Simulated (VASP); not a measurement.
VASP ran on this input.

**POSCAR**
```
PbTe
1.0
  0.0000000000   3.2946000000   3.2946000000
  3.2946000000   0.0000000000   3.2946000000
  3.2946000000   3.2946000000   0.0000000000
Te Pb
1 1
direct
  0.5000000000   0.5000000000   0.5000000000
  0.0000000000   0.0000000000   0.0000000000
```

KPOINTS:
```
K-points
0
gamma
  6 6 6
0 0 0
```

INCAR:
```
SYSTEM = PbTe
PREC = Accurate
ENCUT = 400
EDIFF = 1E-6
NELM = 100
ALGO = Normal
LREAL = .FALSE.
LASPH = .TRUE.
ISMEAR = 0
SIGMA = 0.01
GGA = PE
LMAXMIX = 4
LWAVE = .FALSE.
LCHARG = .FALSE.
ISIF = 2
```

POTCAR, in this order: Te Pb_d (PBE.64 set). Program: vasp_std.

### Question
Write an equivalent input for Ansatz.

### Answer
One equivalent input (not run):
Ansatz 0.2 input:
```yaml
crystal:
  lattice:
    - [0.0000000, 3.2946000, 3.2946000]
    - [3.2946000, 0.0000000, 3.2946000]
    - [3.2946000, 3.2946000, 0.0000000]
  atoms:
    - { symbol: Te, position: [0.5000000, 0.5000000, 0.5000000] }
    - { symbol: Pb, position: [0.0000000, 0.0000000, 0.0000000] }
kpoints:
  mp_grid: { grid: [6, 6, 6] }
hamiltonian:
  xc: pbe
  pseudopotentials: { kind: paw }
scf:
  occupations: { method: gaussian, width: 0.01 }
  max_iter: 100
output: { forces: true, stress: true, eigenvalues: true }
```
Limits of the translation: each code has its own PAW files, so the cut-off isn't converted (ENCUT is set for VASP's; basis.ecutwfc is left out, and Ansatz then takes the one that its files recommend); Ansatz stops its SCF on the density residual and VASP on the energy change (EDIFF).

The compound is PbTe in the rock salt structure. The cell was not relaxed at this level. The run is one of a series of settings (SIGMA = 0.01 against the base run), some of them coarse on purpose.
